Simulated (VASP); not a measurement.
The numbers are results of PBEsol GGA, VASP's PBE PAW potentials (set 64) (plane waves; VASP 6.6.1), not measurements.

VASP input:

### KPOINTS
```
Automatic mesh
0
Gamma
10 10 10
0 0 0
```

**POSCAR**
```
Pr(SiAg)2
1
   -2.1012239796     2.1012239796     5.2822192860
    2.1012239796    -2.1012239796     5.2822192860
    2.1012239796     2.1012239796    -5.2822192860
Pr Si Ag
1 2 2
Direct
  0.0000000000   0.0000000000   0.0000000000
  0.6101441864   0.6101441864   1.0000000000
  0.3898558136   0.3898558136   0.0000000000
  0.7500000000   0.2500000000   0.5000000000
  0.2500000000   0.7500000000   0.5000000000
```

**INCAR**
```
SYSTEM  =  Pr(SiAg)2
PREC  =  Accurate; ENCUT  =  480; LREAL  =  .FALSE.
LASPH  =  .TRUE.
EDIFF  =  1E-7; NELM  =  100; ALGO  =  Normal
LMAXMIX  =  6
ISMEAR  =  1; SIGMA  =  0.1
GGA  =  PS
ISIF  =  2
LWAVE  =  .FALSE.; LCHARG  =  .FALSE.
```

POTCAR, in this order: Pr_3 Si Ag (PBE.64 set). Program: vasp_std.

The run wrote:

### OSZICAR
```
       N       E                     dE             d eps       ncg     rms          rms(c)
DAV:   1     0.234886459646E+03    0.23489E+03   -0.18987E+04  4896   0.149E+03
DAV:   2    -0.193490292469E+02   -0.25424E+03   -0.25088E+03  5520   0.325E+02
DAV:   3    -0.289331279179E+02   -0.95841E+01   -0.95247E+01  7312   0.589E+01
DAV:   4    -0.291584692216E+02   -0.22534E+00   -0.22521E+00  6568   0.787E+00
DAV:   5    -0.291628796150E+02   -0.44104E-02   -0.44099E-02  7056   0.100E+00    0.142E+01
DAV:   6    -0.262227744803E+02    0.29401E+01   -0.32464E+01  6072   0.481E+01    0.110E+01
DAV:   7    -0.259583808163E+02    0.26439E+00   -0.30878E+00  5704   0.148E+01    0.516E+00
DAV:   8    -0.259083180371E+02    0.50063E-01   -0.49705E-01  6392   0.508E+00    0.117E+00
DAV:   9    -0.258894383910E+02    0.18880E-01   -0.10310E-01  5992   0.282E+00    0.390E-01
DAV:  10    -0.258893894270E+02    0.48964E-04   -0.40933E-03  6288   0.360E-01    0.270E-01
DAV:  11    -0.258892819073E+02    0.10752E-03   -0.43301E-04  6816   0.114E-01    0.589E-02
DAV:  12    -0.258892556437E+02    0.26264E-04   -0.10917E-04  5712   0.816E-02    0.171E-02
DAV:  13    -0.258892568404E+02   -0.11967E-05   -0.14709E-05  6328   0.245E-02    0.763E-03
DAV:  14    -0.258892561039E+02    0.73653E-06   -0.81349E-07  6184   0.601E-03    0.244E-03
DAV:  15    -0.258892558791E+02    0.22477E-06   -0.76696E-08  4320   0.183E-03    0.101E-03
DAV:  16    -0.258892558680E+02    0.11156E-07   -0.77126E-08  3400   0.262E-03
   1 F= -.25889256E+02 E0= -.25889249E+02  d E =-.197460E-04
```

File OUTCAR:
```
------------------------ aborting loop because EDIFF is reached ----------------------------------------
  FORCE on cell =-STRESS in cart. coord.  units (eV):
  Direction    XX          YY          ZZ          XY          YZ          ZX
  --------------------------------------------------------------------------------------
  Total        0.1483166      0.1483166      0.1751249      0.0000000      0.0000000     -0.0000000
  in kB        2.5472954      2.5472954      3.0077201      0.0000000      0.0000000     -0.0000000
  external PRESSURE =       2.7007703 kB  Pullay stress =       0.0000000 kB
  volume of cell :       93.29
      direct lattice vectors                 reciprocal lattice vectors
    -2.101223980  2.101223980  5.282219286     0.000000000  0.237956546  0.094657183
     2.101223980 -2.101223980  5.282219286     0.237956546  0.000000000  0.094657183
     2.101223980  2.101223980 -5.282219286     0.237956546  0.237956546  0.000000000
 POSITION                                       TOTAL-FORCE (eV/Angst)
 -----------------------------------------------------------------------------------
      0.00000      0.00000      0.00000        -0.000000     -0.000000      0.000000
      0.00000      0.00000      6.44583        -0.000000     -0.000000      0.058073
      0.00000      0.00000      4.11861         0.000000      0.000000     -0.058073
      0.00000      2.10122      2.64111        -0.000000     -0.000000      0.000000
      2.10122      0.00000      2.64111        -0.000000     -0.000000      0.000000
 -----------------------------------------------------------------------------------
    total drift:                                0.000000     -0.000000      0.000000
  FREE ENERGIE OF THE ION-ELECTRON SYSTEM (eV)
  ---------------------------------------------------
  free  energy   TOTEN  =       -25.8892558680 eV

  energy  without entropy=      -25.8892361220  energy(sigma->0) =      -25.88924929
```
(Selected blocks of OUTCAR.)

The 4f electrons are frozen in the core of the lanthanide potential, so 4f levels, which can set the real gap, and their magnetism are missing.

The structure comes from a computed database's Ag2PrSi2 entry (I4/mmm); how it stands against other phases isn't given here. It was relaxed first. The electron count is odd and the run is not spin-polarised, which forces a metal.
